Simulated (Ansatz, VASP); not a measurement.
## MgScF3: VASP beside Ansatz

```xyz
5
Lattice="4.0061 0.0000 0.0000 0.0000 4.0061 0.0000 0.0000 0.0000 4.0061" Properties=species:S:1:pos:R:3 pbc="T T T"
Sc    2.0031    2.0031    2.0031
Mg    0.0000    0.0000    0.0000
F     2.0031    0.0000    0.0000
F     0.0000    2.0031    0.0000
F     0.0000    0.0000    2.0031
```

Alike in both runs: functional r2SCAN; k mesh 5 × 5 × 5; no spin polarisation; Hubbard terms Sc d U = 3.0 eV.

Ansatz relaxed the structure, and its values are those at the end. VASP's run is a single point on that final structure, the one shown.

```csv
,VASP,Ansatz
version,VASP 6.6.1,Ansatz 0.2.0
potentials or method,"VASP PAW PBE potentials, release 64 (Sc_sv, Mg, F)",PAW plane waves
plane-wave cutoff (eV),520,500
occupations,"fermi-dirac, width 0.1 eV",fermi-dirac
valence electrons in the cell,34,42
```

|  | VASP | Ansatz | Ansatz less VASP |
| --- | --- | --- | --- |
| gap on the k mesh at the Fermi level (eV) | none | none | - |
| pressure (GPa) | -0.8 | 0.0 | +0.76 |

The programs project onto different local orbitals, so the same U acts differently. A gap of «none» marks a metal or a gap that the smearing closes. The two sets of potentials don't hold the same shells in valence. Ansatz warned: «end_state_compared».

Caveats: the PAW data sets were made with another functional, which shifts forces and pressure a little (VASP); U without spin polarisation on a metal has little footing.
